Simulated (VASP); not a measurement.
Write the native input for VASP 6.6.1 that does the following.

| Item | Value |
| --- | --- |
| Task | single point |
| Functional | PBEsol |
| Potentials or basis | VASP PAW PBE potentials, release 64 (Mo_sv, S) |
| Cutoff | 520 eV |
| k mesh | 3 × 3 × 3 |
| Occupations | methfessel-paxton, width 0.15 eV |
| Spin | no spin polarisation |
| Dipole correction | no |
| Further INCAR settings | LREAL = Auto; ALGO = Fast; EDIFF = 1e-06; NBANDS = 118 |

The structure of Mo8S15 (a cell with a defect) lies in POSCAR:

```
Mo8S15
1.0
    3.1493091800      1.8182511800     12.2583881100
   -3.1493091800      1.8182511800     12.2583881100
    0.0000000000     -3.6365123300     12.2583866300
Mo S
8 15
Direct
   -0.0000319014      0.0003751720      0.0013868102
    0.0009664483      0.0012871535      0.4961247070
    0.0010140479      0.4950744627      0.0023078486
    0.0002602027      0.5004603768      0.5014639355
    0.4947786921      0.0012644287      0.0023115526
    0.5000493276      0.0006680633      0.5014620662
    0.5000500057      0.5004589843      0.0016729358
    0.4990312600      0.4992287636      0.5002868960
    0.2088028032      0.2092057487     -0.2890927795
    0.2072650119      0.2075041120      0.2085760696
    0.1246158244      0.1250371867      0.6254750914
    0.1246229063      0.6244579209      0.1260460728
    0.2088026773      0.7099090818      0.2102024332
    0.1254147886      0.6228000596      0.6238874847
    0.2012287458      0.7111815349      0.7121834974
    0.6240497107      0.1250348760      0.1260397029
    0.7094902093      0.2092122404      0.2102112530
    0.6225591473      0.1256797015      0.6238362375
    0.7108903637      0.2014287934      0.7122614057
    0.6226102840      0.6227661912      0.1267058114
    0.7108707669      0.7112089363      0.2025020216
    0.6245269541      0.6249279944      0.6259456116
    0.7090840250      0.7094949087      0.7104960978
```

These files were run (other wordings do the same):

INCAR

```
SYSTEM = Mo8S15
ALGO = Fast
EDIFF = 1E-6
ENCUT = 520
GGA = PS
ISIF = 2
ISMEAR = 1
LASPH = .True.
LCHARG = .False.
LREAL = Auto
LWAVE = .False.
NBANDS = 118
NELM = 100
PREC = Accurate
SIGMA = 0.15
```

KPOINTS

```
k-points
0
Gamma
  3 3 3
  0 0 0
```

Potentials or basis: VASP PAW PBE potentials, release 64 (Mo_sv, S).

The run is started by

```bash
$ cat potpaw_PBE.64/Mo_sv/POTCAR potpaw_PBE.64/S/POTCAR > POTCAR
$ mpirun -np 1 vasp_std > vasp.out
```

It gave:

```
Pressure               : -1.7 GPa
Largest force          : 0.017 eV/Å
Band gap on the k mesh : 0.21 eV, indirect (least direct gap 0.75 eV)
```

Caveat: the PAW data sets were made with another functional, which shifts forces and pressure a little.

Wall time 65 min on 1 thread of Intel(R) Xeon(R) 6975P-C (Granite Rapids) (shared host), peak memory 1.8 GiB.
